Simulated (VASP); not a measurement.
A VASP calculation is set up with these files.

File POSCAR:
```
RuAl
1
    3.0498000000     0.0000000000     0.0000000000
    0.0000000000     3.0498000000     0.0000000000
    0.0000000000     0.0000000000     3.0498000000
Al Ru
1 1
Direct
  0.5393468424   0.5163945177   0.5000000000
  0.0000000000   0.0000000000   0.0000000000
```

**INCAR**
```
SYSTEM = RuAl
PREC = Accurate
ENCUT = 400
EDIFF = 1E-3
NELM = 100
ALGO = Normal
LREAL = .FALSE.
LASPH = .TRUE.
ISMEAR = 1
SIGMA = 0.1
GGA = PE
LMAXMIX = 4
LWAVE = .FALSE.
LCHARG = .FALSE.
ISIF = 3
IBRION = 2
NSW = 40
EDIFFG = -0.001
```

**KPOINTS**
```
Automatic mesh
0
Gamma
9 9 9
0 0 0
```

POTCAR, in this order: Al Ru_pv (PBE.64 set). Program: vasp_std.

What VASP printed:

**standard output**
```
...
  33 F= -.14256711E+02 E0= -.14256342E+02  d E =-.114071E-04
 curvature:  -0.09 expect dE=-0.165E-05 dE for cont linesearch -0.384E-06
 ZBRENT: interpolating
 opt :   1.0008  next Energy=   -14.256712 (dE=-0.122E-04)
 bond charge predicted
       N       E                     dE             d eps       ncg     rms          rms(c)
DAV:   1    -0.142567100800E+02    0.15356E-05   -0.66492E-05  2460   0.169E-01    0.664E-03
DAV:   2    -0.142567107728E+02   -0.69282E-06   -0.14366E-05  2460   0.451E-02
  34 F= -.14256711E+02 E0= -.14256342E+02  d E =-.111614E-04
 curvature:  -0.07 expect dE=-0.502E-06 dE for cont linesearch -0.179E-06
 ZBRENT: bisectioning
 opt :   1.0530  next Energy=   -14.256711 (dE=-0.117E-04)
 bond charge predicted
       N       E                     dE             d eps       ncg     rms          rms(c)
DAV:   1    -0.142567105121E+02   -0.43206E-06   -0.12558E-05  2460   0.760E-02    0.306E-03
DAV:   2    -0.142567106262E+02   -0.11415E-06   -0.16955E-06  2460   0.165E-02
  35 F= -.14256711E+02 E0= -.14256342E+02  d E =-.110148E-04
 curvature:  -0.22 expect dE=-0.168E-05 dE for cont linesearch -0.326E-06
 ZBRENT: interpolating
 opt :   1.0302  next Energy=   -14.256711 (dE=-0.111E-04)
 bond charge predicted
       N       E                     dE             d eps       ncg     rms          rms(c)
DAV:   1    -0.142567106923E+02   -0.18017E-06   -0.24874E-06  2460   0.342E-02    0.971E-04
DAV:   2    -0.142567107203E+02   -0.28031E-07   -0.38634E-07  2460   0.742E-03
  36 F= -.14256711E+02 E0= -.14256342E+02  d E =-.111089E-04
 curvature:  -0.06 expect dE=-0.289E-06 dE for cont linesearch -0.222E-08
 ZBRENT: accuracy reached
 trial: gam= 0.48358 g(F)=  0.679E-09 g(S)=  0.498E-05 ort =-0.122E-05 (trialstep = 0.314E+00)
 search vector abs. value=  0.130E-04
 bond charge predicted
       N       E                     dE             d eps       ncg     rms          rms(c)
DAV:   1    -0.142567221556E+02   -0.11463E-04   -0.30475E-04  4120   0.300E-01    0.285E-02
DAV:   2    -0.142567131118E+02    0.90438E-05   -0.71250E-05  2460   0.104E-01
  37 F= -.14256713E+02 E0= -.14256344E+02  d E =-.239154E-05
 trial-energy change:   -0.000002  1 .order    0.000003   -0.000001    0.000008
 step:   0.0465(harm=  0.0465)  dis= 0.00002  next Energy=   -14.256711 (dE=-0.102E-06)
 bond charge predicted
       N       E                     dE             d eps       ncg     rms          rms(c)
DAV:   1    -0.142567188538E+02    0.33019E-05   -0.17964E-04  3788   0.238E-01    0.242E-02
DAV:   2    -0.142567115137E+02    0.73401E-05   -0.53978E-05  2460   0.892E-02
  38 F= -.14256712E+02 E0= -.14256343E+02  d E =-.793390E-06
 curvature:  -0.07 expect dE=-0.109E-04 dE for cont linesearch -0.378E-05
 ZBRENT: interpolating
 opt :   0.1840  next Energy=   -14.256715 (dE=-0.403E-05)
 bond charge predicted
       N       E                     dE             d eps       ncg     rms          rms(c)
DAV:   1    -0.142567128705E+02    0.59832E-05   -0.38543E-05  2460   0.117E-01    0.126E-02
DAV:   2    -0.142567114837E+02    0.13868E-05   -0.15130E-05  2460   0.482E-02
  39 F= -.14256711E+02 E0= -.14256343E+02  d E =-.763454E-06
 curvature:  -0.03 expect dE=-0.546E-06 dE for cont linesearch -0.398E-06
 ZBRENT: interpolating
 opt :   0.0889  next Energy=   -14.256712 (dE=-0.160E-05)
 bond charge predicted
       N       E                     dE             d eps       ncg     rms          rms(c)
DAV:   1    -0.142567118928E+02    0.97775E-06   -0.18722E-05  2460   0.820E-02    0.896E-03
DAV:   2    -0.142567108769E+02    0.10159E-05   -0.70154E-06  2460   0.332E-02
  40 F= -.14256711E+02 E0= -.14256342E+02  d E =-.156611E-06
 curvature:  -0.06 expect dE=-0.185E-05 dE for cont linesearch -0.634E-06
 ZBRENT: interpolating
 opt :   0.1332  next Energy=   -14.256711 (dE=-0.411E-06)
```

OUTCAR:
```
------------------------ aborting loop because EDIFF is reached ----------------------------------------
  FORCE on cell =-STRESS in cart. coord.  units (eV):
  Direction    XX          YY          ZZ          XY          YZ          ZX
  --------------------------------------------------------------------------------------
  Total        0.0196192      0.0204548      0.0206009     -0.0011013      0.0000000      0.0000000
  in kB        1.1625504      1.2120615      1.2207198     -0.0652577      0.0000000      0.0000000
  external PRESSURE =       1.1984439 kB  Pullay stress =       0.0000000 kB
  volume of cell :       27.04
      direct lattice vectors                 reciprocal lattice vectors
     3.001464137  0.000116379  0.000000000     0.333170731 -0.000011729  0.000000000
     0.000105659  3.001385059  0.000000000    -0.000012919  0.333179509  0.000000000
     0.000000000  0.000000000  3.001416670     0.000000000  0.000000000  0.333176000
 POSITION                                       TOTAL-FORCE (eV/Angst)
 -----------------------------------------------------------------------------------
      1.55995      1.52539      1.50071         0.000626      0.000305      0.000000
      0.05893      0.02457      0.00000        -0.000626     -0.000305      0.000000
 -----------------------------------------------------------------------------------
    total drift:                               -0.004621     -0.001673     -0.000000
  FREE ENERGIE OF THE ION-ELECTRON SYSTEM (eV)
  ---------------------------------------------------
  free  energy   TOTEN  =       -14.2567108769 eV

  energy  without entropy=      -14.2556043086  energy(sigma->0) =      -14.25634202
```
(Selected blocks of OUTCAR.)

Problem. Read the log: what went wrong, and how is it fixed?

Solution. The cause: EDIFF is too loose for the force threshold. Convergence was not reached. Against the sound run, the energy per atom (σ→0) is nearly the same; the pressure rises by 0.11 GPa; the largest force hardly moves. To mend it, set EDIFF = 1E-7.

The mended run (PBE GGA, plane waves, VASP's PBE PAW potentials (set 64)) converges, and its OSZICAR ends with
```
  15 F= -.14256712E+02 E0= -.14256343E+02  d E =-.202240E-05
```

The compound is RuAl in the CsCl type structure. In the starting cell atoms are displaced from their ideal sites. The electron count is odd and the run is not spin-polarised, which forces a metal.
